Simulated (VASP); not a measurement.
## SnTe: stress against strain

SnTe (rock salt, Fm-3m, 30.293 Å³/atom and stress up to 0.10 GPa in the relaxed cell, cube axes along x, y and z) under an equal strain ε along x and y, with z held. LDA in VASP (plane waves, PAW), 480 eV, 8×8×8 Γ-centred mesh, Gaussian smearing 0.05 eV; ions are relaxed, or left where forces stay under 0.02 eV/Å, within the symmetry of each cell. Stress is positive for a compressed cell.

Here s stands for strain and y for stress xx.

```csv
strain (%),stress xx (GPa)
-3.00,?
-1.50,2.56
-1.00,1.69
-0.50,0.87
0.00,0.10
0.50,-0.62
1.00,-1.30
1.50,-1.93
```

Using a straight line, estimate the missing y at s = -3.00 from the other rows, showing the fit.

Means: s 0, y 0.196. About the means, the sum of products is -10.470 and the sum of squares of s is 7.0000; the slope is their ratio. Least squares gives y = 0.196 - 1.4957·s. Residuals (row less fit): 0.120, -0.002, -0.074, -0.096, -0.068, 0.000, 0.118; standard error 0.098 (degrees of freedom: 5). The slope gives the elastic constants C11 + C12 = 150 ± 4 GPa (± standard error of the fit, which holds the terms cut off). At the withheld row, y = 0.196 - 1.4957 × (-3.0) = 4.683 GPa. The calculation gives 5.49 GPa, 0.807 GPa above the prediction (10.9 % of the range of y in the table). The row lies outside the fitted rows, so this is an extrapolation. From the scatter of the fitted rows alone, a prediction at this place has a standard error of 0.152 GPa, so the miss is 5.3 times that.

A polynomial of degree 2 through the 12 other runs of the series gives 5.45 there, so most of the miss is curvature that the fit leaves out. Spin-orbit coupling is left out, which can shift these values for the heavy elements here. SnTe stands in this structure, which distorts at low temperature. Rows are the converged runs of the series near zero and its far end; series whose fitted rows scatter by over a few per cent of the range, as at a crossing or softening among them, aren't shown in this form, nor equations of state whose B0' disagrees with the runs' pressures. Most that stay on the fit to the last digits aren't either.
